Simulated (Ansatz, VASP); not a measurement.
**WF2 in VASP and in Ansatz**

Contents of INCAR:

```
ALGO = Normal
EDIFF = 1E-6
ENCUT = 520
GGA = PE
ISIF = 2
ISMEAR = 0
ISPIN = 2
LASPH = T
LCHARG = F
LDAU = T
LDAUJ = 0 0
LDAUL = 2 -1
LDAUPRINT = 1
LDAUTYPE = 2
LDAUU = 6.2 0
LMAXMIX = 4
LORBIT = 11
LREAL = F
LWAVE = F
MAGMOM = 2.5 0 0
NBANDS = 25
NELM = 150
PREC = Accurate
SIGMA = 0.02
```

File KPOINTS:

```
k-points
0
Gamma
  10 10 10
```

File POSCAR:

```
WF2
1.0
    0.0000000000      2.6797043382      2.6797043382
    2.6797043382      0.0000000000      2.6797043382
    2.6797043382      2.6797043382      0.0000000000
W F
1 2
Direct
    0.0000000000      0.0000000000      0.0000000000
    0.2500000000      0.2500000000      0.2500000000
    0.7500000000      0.7500000000      0.7500000000
```

Input for Ansatz:

```yaml
crystal:
  lattice:
    - [0.0, 2.6797043361, 2.6797043361]
    - [2.6797043361, 0.0, 2.6797043361]
    - [2.6797043361, 2.6797043361, 0.0]
  atoms:
    - { symbol: W, position: [0.0, 0.0, 0.0], spin: 2.5 }
    - { symbol: F, position: [0.25, 0.25, 0.25] }
    - { symbol: F, position: [0.75, 0.75, 0.75] }
basis:
  ecutwfc: 420
kpoints:
  mp_grid: { grid: [10, 10, 10] }
hamiltonian:
  xc: pbe
  hubbard: { sites: [{ species: W, l: d, u_eff: 6.2 }] }
scf:
  occupations: { method: gaussian, width: 0.02 }
output:
  forces: true
  stress: true
  eigenvalues: true
  populations: true
  write_density: true
  write_potential: true
  elf: true
  volumetric_format: npy
magnetization:
  spin_polarized: true
```

Alike in both runs: task single point; functional PBE; k mesh 10 × 10 × 10; occupations gaussian, width 0.02 eV; collinear spin; Hubbard terms W d U = 6.2 eV.

```csv
,VASP,Ansatz
version,VASP 6.6.1,Ansatz 0.2.0
potentials or method,"VASP PAW PBE potentials, release 64 (W_sv, F)","scalar-relativistic, plane waves, PAW"
plane-wave cutoff (eV),520,420
valence electrons in the cell,28,28
```

```csv
,VASP,Ansatz,Ansatz less VASP
gap on the k mesh at the Fermi level (eV),none,none,-
pressure (GPa),19.5,25.5,+6.09
largest component of the traceless stress (GPa),0.00,11.41,+11.413
rms of the force components (eV/Å),0.000,0.626,+0.6258
net moment per atom (μB),1.32,1.33,+0.018
size of the moment on the site where the two differ most (μB),3.27,2.38,-0.889
```

Site moments also hang on the region over which each program counts them. The programs project onto different local orbitals, so the same U acts differently. A gap of «none» marks a metal or a gap that the smearing closes. Ansatz warned: «filled_band_counts_differ_across_k_points».

Spin-orbit coupling is left out, which matters for the levels of W. The state reached can hang on the start; a lower one may exist.
